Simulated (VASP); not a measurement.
Runs of VASP 6.6.1 on CaCoAu3. Symmetry: Pm-3m, No. 221, cubic system. The conventional cell has a = 4.851 Å, b = 4.851 Å, c = 4.851 Å, α = 90.00°, β = 90.00°, γ = 90.00°. Ca (site symmetry m-3m) is surrounded by 12 Au at 3.43 Å. Co (site symmetry m-3m) is surrounded by 6 Au at 2.43 Å. Around Au (site symmetry 4/mmm) lie 2 Co at 2.43 Å. The cell was built by a generator and needn't be a form met in nature.

| task | level | cell | k mesh | cutoff (eV) | smearing | gap on the mesh (eV) | pressure (GPa) | moment (μB) | relaxed volume (Å³/atom) |
| --- | --- | --- | --- | --- | --- | --- | --- | --- | --- |
| relaxation of cell and atoms | PBE+TS | relaxed | 5 × 5 × 5 | 600 | fermi-dirac 0.05 eV | none | 0.0 | 1.54 | 22.11 |
| relaxation of cell and atoms | PBE | relaxed | 6 × 6 × 6 | 600 | methfessel-paxton 0.1 eV | none | 0.1 | 1.56 | 22.70 |
| relaxation of cell and atoms | PBE+D3 | relaxed | 5 × 5 × 5 | 600 | fermi-dirac 0.05 eV | none | 0.0 | 1.66 | 22.66 |
| relaxation of cell and atoms | PBE+D3(BJ) | relaxed | 5 × 5 × 5 | 600 | fermi-dirac 0.05 eV | none | 0.1 | 1.50 | 21.88 |
| relaxation of cell and atoms | PBE+D2 | relaxed | 5 × 5 × 5 | 600 | fermi-dirac 0.05 eV | none | 0.0 | 1.66 | 22.64 |
| relaxation of cell and atoms | PBE+rVV10 | relaxed | 5 × 5 × 5 | 600 | fermi-dirac 0.05 eV | none | 0.0 | 1.61 | (b) |
| relaxation of cell and atoms | PBE+dDsC | relaxed | 5 × 5 × 5 | 600 | fermi-dirac 0.05 eV | none | -0.1 | 1.55 | (c) |
| single point | PBE | as given | 6 × 6 × 6 | 520 | fermi-dirac 0.05 eV | none | -0.2 | (a) | - |

Alike in all rows: potentials or basis VASP PAW PBE potentials, release 64 (Ca_sv, Co, Au); spin collinear, ferromagnetic start.

Question: Fill in the values left out.

Answer: (a) 1.57; (b) 22.36; (c) 22.13.

Caveats: pairwise dispersion overbinds metals, which lowers pressure and volume (some runs); atom-pairwise D2, TS and ULG terms overbind metals (some runs).

A k mesh can miss the band edges, and the runs leave out spin-orbit coupling on Au.

A gap of «none» marks a metal or a gap under the smearing width.

Not every run made on this cell is shown here.
